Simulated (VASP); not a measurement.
Method: PBE GGA, VASP's PBE PAW potentials (set 64) (plane waves; VASP).

The input files of a VASP run:

**KPOINTS**
```
Automatic
0
Monkhorst Pack
  3 3 2
0 0 0
```

File POSCAR:
```
AgS
1
    4.1984590000     0.0000000000     0.0000000000
   -2.0992290000     3.6359720000     0.0000000000
    0.0000000000     0.0000000000     5.8516240000
Ag S
2 2
Direct
  0.0000000000   0.0000000000   0.0000000000
  0.0000000000   0.0000000000   0.5000000000
  0.3333330000   0.6666670000   0.2500000000
  0.6666670000   0.3333330000   0.7500000000
```

**INCAR**
```
# general
SYSTEM   =  AgS
PREC     =  Accurate
ENCUT    =  400   # plane-wave cut-off (eV)
LREAL    =  .FALSE.   # projection in real space or not
LASPH    =  .TRUE.   # aspherical one-centre terms

# electronic loop
EDIFF    =  1E-6
NELM     =  100
ALGO     =  Normal   # blocked Davidson
LMAXMIX  =  4   # l cut-off of mixed one-centre charges

# smearing
ISMEAR   =  0
SIGMA    =  0.05

# functional
GGA      =  PE   # PBE

# ions
ISIF     =  2

# output
LWAVE    =  .FALSE.
LCHARG   =  .FALSE.
```

POTCAR, in this order: Ag S (PBE.64 set). Program: vasp_std.

Output

File OUTCAR:
```
 ion  position               nearest neighbor table
   1  0.000  0.000  0.000-   3 2.83   4 2.83   3 2.83   4 2.83   4 2.83   3 2.83   2 2.93   2 2.93
  LATTYP: Found a hexagonal cell.
 ALAT       =     4.1984590000
 C/A-ratio  =     1.3937551849
 Subroutine PRICEL returns:
 Original cell was already a primitive cell.
 Subroutine GETGRP returns: Found 24 space group operations
The static configuration has the point symmetry D_3d.
 The point group associated with its full space group is D_6h.
The dynamic configuration has the point symmetry D_3d.
 Subroutine INISYM returns: Found 24 space group operations
 Subroutine IBZKPT returns following result:
 Found      3 irreducible k-points:

 Following reciprocal coordinates:
            Coordinates               Weight
  0.000000  0.000000  0.250000      2.000000
  0.333333  0.000000  0.250000     12.000000
  0.333333  0.333333  0.250000      4.000000
   k-points           NKPTS =      3   k-points in BZ     NKDIM =      3   number of bands    NBANDS=     21
   number of dos      NEDOS =    301   number of ions     NIONS =      4
   total plane-waves  NPLWV =  31360
   dimension x,y,z NGX =    28 NGY =   28 NGZ =   40
   dimension x,y,z NGXF=    56 NGYF=   56 NGZF=   80
   ions per type =               2   2
   PREC   = accura    normal or accurate (medium, high low for compatibility)
   ISTART =      0    job   : 0-new  1-cont  2-samecut
   ICHARG =      2    charge: 1-file 2-atom 10-const
   ISPIN  =      1    spin polarized calculation?
   LNONCOLLINEAR =      F non collinear calculations
   LSORBIT =      F    spin-orbit coupling
   INIWAV =      1    electr: 0-lowe 1-rand  2-diag
   ENCUT  =  400.0 eV  29.40 Ry    5.42 a.u.   6.85  6.85  9.54*2*pi/ulx,y,z
   NELM   =    100;   NELMIN=  2; NELMDL= -5     # of ELM steps
   EDIFF  = 0.1E-05   stopping-criterion for ELM
   LREAL  =      F    real-space projection
   NLSPLINE    = F    spline interpolate recip. space projectors
   LMAXMIX     =    4 max onsite mixed and CHGCAR
   VOSKOWN=      0    Vosko Wilk Nusair interpolation
...
```

**OSZICAR**
```
       N       E                     dE             d eps       ncg     rms          rms(c)
DAV:   1     0.173174638073E+03    0.17317E+03   -0.14162E+04   126   0.119E+03
DAV:   2    -0.492584038515E+01   -0.17810E+03   -0.17230E+03   154   0.263E+02
DAV:   3    -0.135900372702E+02   -0.86642E+01   -0.85615E+01   141   0.586E+01
DAV:   4    -0.137275541903E+02   -0.13752E+00   -0.13737E+00   151   0.844E+00
DAV:   5    -0.137302436762E+02   -0.26895E-02   -0.26890E-02   146   0.117E+00    0.971E+00
DAV:   6    -0.124782687634E+02    0.12520E+01   -0.62595E+00   131   0.311E+01    0.888E+00
DAV:   7    -0.124491893638E+02    0.29079E-01   -0.10972E+00   131   0.921E+00    0.462E+00
DAV:   8    -0.124329469754E+02    0.16242E-01   -0.14343E-01   131   0.356E+00    0.102E+00
DAV:   9    -0.124285055430E+02    0.44414E-02   -0.28504E-02   146   0.188E+00    0.406E-01
DAV:  10    -0.124282329740E+02    0.27257E-03   -0.25568E-03   146   0.288E-01    0.192E-01
DAV:  11    -0.124282214212E+02    0.11553E-04   -0.40006E-04   149   0.115E-01    0.412E-02
DAV:  12    -0.124282334968E+02   -0.12076E-04   -0.62878E-05   149   0.776E-02    0.145E-02
DAV:  13    -0.124282359703E+02   -0.24735E-05   -0.11129E-05   151   0.302E-02    0.138E-02
DAV:  14    -0.124282348213E+02    0.11490E-05   -0.13203E-06    78   0.684E-03    0.438E-03
DAV:  15    -0.124282345684E+02    0.25284E-06   -0.10752E-06    78   0.670E-03
   1 F= -.12428235E+02 E0= -.12419093E+02  d E =-.182826E-01
```

### OUTCAR
```
------------------------ aborting loop because EDIFF is reached ----------------------------------------
  FORCE on cell =-STRESS in cart. coord.  units (eV):
  Direction    XX          YY          ZZ          XY          YZ          ZX
  --------------------------------------------------------------------------------------
  Total       -5.6834729     -5.6834724     -2.1795328     -0.0000008      0.0000000      0.0000000
  in kB     -101.9383303   -101.9383218    -39.0919325     -0.0000140      0.0000000      0.0000000
  external PRESSURE =     -80.9895282 kB  Pullay stress =       0.0000000 kB
  volume of cell :       89.33
      direct lattice vectors                 reciprocal lattice vectors
     4.198459000  0.000000000  0.000000000     0.238182628  0.137514778  0.000000000
    -2.099229000  3.635972000  0.000000000     0.000000000  0.275029621  0.000000000
     0.000000000  0.000000000  5.851624000     0.000000000  0.000000000  0.170892730
 POSITION                                       TOTAL-FORCE (eV/Angst)
 -----------------------------------------------------------------------------------
      0.00000      0.00000      0.00000        -0.000000      0.000000      0.000000
      0.00000      0.00000      2.92581         0.000000      0.000000      0.000000
     -0.00000      2.42398      1.46291        -0.000000     -0.000000     -0.000000
      2.09923      1.21199      4.38872         0.000000      0.000000      0.000000
 -----------------------------------------------------------------------------------
    total drift:                               -0.000000      0.000000      0.000000
  FREE ENERGIE OF THE ION-ELECTRON SYSTEM (eV)
  ---------------------------------------------------
  free  energy   TOTEN  =       -12.4282345684 eV

  energy  without entropy=      -12.4099519869  energy(sigma->0) =      -12.41909328
```
(Selected blocks of OUTCAR.)

The structure was generated: AgS was put into the NiAs type (P6_3/mmc), which need not be its known phase. The cell was not relaxed at this level. The k-mesh is coarse (spacing up to 0.58 per Å, 2π included), so the numbers may not be converged in it. The run is one of a series of settings (KPOINTS 3×3×2 Monkhorst-Pack mesh against the base run), some of them coarse on purpose.
